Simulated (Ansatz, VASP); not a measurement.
**One calculation of MgC2, two programs**

```
Mg C
1.0
     4.82833    0.00000    0.00000
     0.00000    4.82833    0.00000
     0.00000    0.00000    4.82833
Mg C
2 4
Direct
  0.00000 0.00000 0.00000
  0.50000 0.50000 0.50000
  0.25000 0.25000 0.25000
  0.75000 0.75000 0.25000
  0.75000 0.25000 0.75000
  0.25000 0.75000 0.75000
```

Alike in both runs: task relaxation of cell and atoms; functional PBE; k mesh 8 × 8 × 8; occupations gaussian, width 0.1 eV; no spin polarisation.

|  | VASP | Ansatz |
| --- | --- | --- |
| version | VASP 6.6.1 | Ansatz 0.2.0 |
| potentials or method | VASP PAW PBE potentials, release 64 (Mg, C) | scalar-relativistic, plane waves, PAW |
| plane-wave cutoff (eV) | 600 | 420 |
| valence electrons in the cell | 20 | 36 |

Ansatz gave:

* gap on the k mesh at the Fermi level, each at its own relaxed structure (eV): none
* relaxed volume (Å³/atom): 18.85
* relaxed cell length with the largest relative difference (Å): 4.836

Task: Which values does VASP return?

Result: gap on the k mesh at the Fermi level, each at its own relaxed structure (eV): none; relaxed volume (Å³/atom): 18.84; relaxed cell length with the largest relative difference (Å): 4.835.

A gap of «none» marks a metal or a gap that the smearing closes. The two sets of potentials don't hold the same shells in valence.
